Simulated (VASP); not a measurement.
Computed with LDA (Ceperley-Alder, Perdew-Zunger), VASP's LDA PAW potentials (set 64) (plane waves; VASP).

VASP ran on this input.

### INCAR
```
SYSTEM = ZnCu2SnS4
PREC = Accurate; ENCUT = 300; LREAL = .FALSE.
LASPH = .TRUE.
EDIFF = 1E-6; NELM = 100; ALGO = Normal
LMAXMIX = 4
ISMEAR = 0; SIGMA = 0.1
ISIF = 2
LWAVE = .FALSE.; LCHARG = .FALSE.
```

### KPOINTS
```
Regular mesh
0
gamma
  5 5 5
```

POSCAR:
```
ZnCu2SnS4
1
   -2.6984900000     2.6984900000     5.3955900000
    2.6984900000    -2.6984900000     5.3955900000
    2.6984900000     2.6984900000    -5.3955900000
Zn Cu Sn S
1 2 1 4
Direct
 -0.0072720000  -0.0158460000  -0.0155220000
  0.2578530000   0.7597060000   0.5053020000
  0.7610910000   0.2418370000   0.5031250000
  0.4996110000   0.5034490000  -0.0022140000
  0.8937820000   0.3737340000   0.0120230000
  0.6174910000   0.6316200000   0.5103100000
  0.3714880000   0.8882970000   0.0027760000
  0.1059550000   0.1172030000   0.4842000000
```

POTCAR, in this order: Zn Cu Sn_d S (LDA.64 set). Program: vasp_std.

Q: What will the output report for the number of irreducible k-points (NKPTS), largest plane-wave count, number of space-group operations, FFT grid (NGX, NGY, NGZ)?

A: 
* **number of irreducible k-points (NKPTS)**: 63
* **largest plane-wave count**: 1869
* **number of space-group operations**: 1
* **FFT grid (NGX, NGY, NGZ)**: 40 × 40 × 40

The structure comes from a computed database's ZnCu2SnS4 entry (I-42m); how it stands against other phases isn't given here. The cell was not relaxed at this level, atoms are displaced from their ideal sites.
